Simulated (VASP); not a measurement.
Level of theory: LDA (Ceperley-Alder, Perdew-Zunger), VASP's LDA PAW potentials (set 64) (plane waves; VASP).

Input for VASP

### INCAR
```
# general
SYSTEM =KTaO3
PREC   =Accurate
ENCUT  =520   # plane-wave cut-off (eV)
LREAL  =.False.   # projection in real space or not
LASPH  =.True.
NBANDS =69

# electronic loop
EDIFF  =1E-7
NELM   =100   # most electronic steps
ALGO   =Normal   # blocked Davidson
LMAXMIX=6

# smearing
ISMEAR =0   # Gaussian
SIGMA  =0.01

# output
LWAVE  =.False.
LCHARG =.False.
NEDOS  =1001   # DOS grid

# other
LOPTICS=.True.
CSHIFT =0.1
```

POSCAR:
```
KTaO3
1
    3.9606335670     0.0000000000     0.0000000000
    0.0000000000     3.9606335670     0.0000000000
    0.0000000000     0.0000000000     3.9606335670
K Ta O
1 1 3
Direct
  0.5000000000   0.5000000000   0.5000000000
  0.0000000000   0.0000000000   0.0000000000
  0.0000000000   0.5000000000   0.0000000000
  0.5000000000   0.0000000000   0.0000000000
  0.0000000000   0.0000000000   0.5000000000
```

KPOINTS:
```
Automatic mesh
0
Gamma
7 7 7
0 0 0
```

POTCAR, in this order: K_sv Ta_pv O (LDA.64 set). Program: vasp_std.

What will the output report for the number of irreducible k-points (NKPTS), largest plane-wave count, number of space-group operations, FFT grid (NGX, NGY, NGZ)?

The number of irreducible k-points (NKPTS) is 20, the largest plane-wave count is 1743 and the number of space-group operations is 48. The FFT grid (NGX, NGY, NGZ) comes out as 30 × 30 × 30.

The structure comes from a computed database's KTaO3 entry (Pm-3m); how it stands against other phases isn't given here. It was relaxed first.
